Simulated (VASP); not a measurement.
The system is RbAg2.

```
Rb Ag
1.0
     4.19712    0.00000    0.00000
     0.00000    4.19712    0.00000
     0.00000    0.00000    5.06280
Rb Ag
1 2
Direct
  0.50000 0.50000 0.00000
  0.00000 0.00000 0.74453
  0.00000 0.00000 0.25547
```

The cell was built by a generator and needn't be a form met in nature.

The cell isn't the ideal one: random cell by space group and Wyckoff sites (P4/mmm, No. 123).

- Program: VASP 6.6.1
- Task: relaxation of cell and atoms
- Functional: PBE
- Potentials or basis: VASP PAW PBE potentials, release 64 (Rb_sv, Ag)
- Cutoff: 600 eV
- k mesh: 4 × 4 × 4
- Occupations: gaussian, width 0.1 eV
- Spin: no spin polarisation

At the start: pressure 8.3 GPa; volume 29.73 Å³/atom.

Where does the relaxation end?

Over 8 steps the energy falls by 212.2 meV/atom and the volume is 41.87 Å³/atom (+40.8 %); space group P4/mmm (No. 123, to 0.05 Å).

Step by step:
```tsv
step	energy change (eV)	largest force (eV/Å)	pressure (GPa)	volume (Å³)
1	0.0000	0.2694	8.31	89.19
2	-0.5026	0.1217	0.92	110.54
3	-0.5061	0.1289	0.41	113.72
4	-0.5909	0.0113	0.14	118.39
5	-0.6302	0.2771	0.06	126.14
6	-0.6325	0.2222	0.04	124.72
7	-0.6363	0.0486	0.01	125.41
8	-0.6365	0.0015	-0.01	125.60
```

Final structure:
```xyz
3
Lattice="4.8177 0.0000 0.0000 0.0000 4.8177 0.0000 0.0000 0.0000 5.4117" Properties=species:S:1:pos:R:3 pbc="T T T"
Rb    2.4088    2.4088    0.0000
Ag    4.8177    4.8177    4.0513
Ag    0.0000    0.0000    1.3604
```

Caveat: the k mesh is coarse (spacing up to 0.37 Å⁻¹), so the values aren't converged; the volume moved by over 15 % at a fixed basis, so the end points are rough.
